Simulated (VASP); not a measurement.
Given:

```yaml
crystal:
  lattice:
    - [2.93729, 0.00000, 0.00000]
    - [0.00000, 2.79370, 0.00000]
    - [0.00000, 0.00000, 2.82965]
  atoms:
    - { symbol: Al, position: [0.50000, 0.50000, 0.50000] }
    - { symbol: Co, position: [0.03266, 0.00000, 0.00000] }
```

All values below come from PBE GGA + U (Dudarev), VASP's PBE PAW potentials (set 64) (plane waves; VASP). Run with 400 eV cut-off, 11×12×12 Γ-centred mesh, first-order Methfessel-Paxton smearing of 0.10 eV, potentials Al Co, U − J: Co 1.00 eV.

Predict the energy per atom (σ→0), pressure, largest force, band gap (on the k-mesh) with the smallest direct gap where there is one.

```yaml
band gap (on the k-mesh): none (metal, semimetal or under 0.01 eV)
energy per atom (σ→0): -5.529 eV/atom
pressure: -1.03 GPa
largest_force: 0.682 eV/Å
```

The absolute energy has meaning only against runs of the same code, potentials and settings.

The compound is CoAl in the CsCl type structure. The cell was not relaxed at this level, atoms are displaced from their ideal sites. The run is one of a series of settings (LDAU = .TRUE., LDAUJ = 0 0, LDAUL = -1 2, LDAUTYPE = 2, LDAUU = 0 1.0 against the base run), some of them coarse on purpose. The run is not spin-polarised, so no magnetic state was tried.
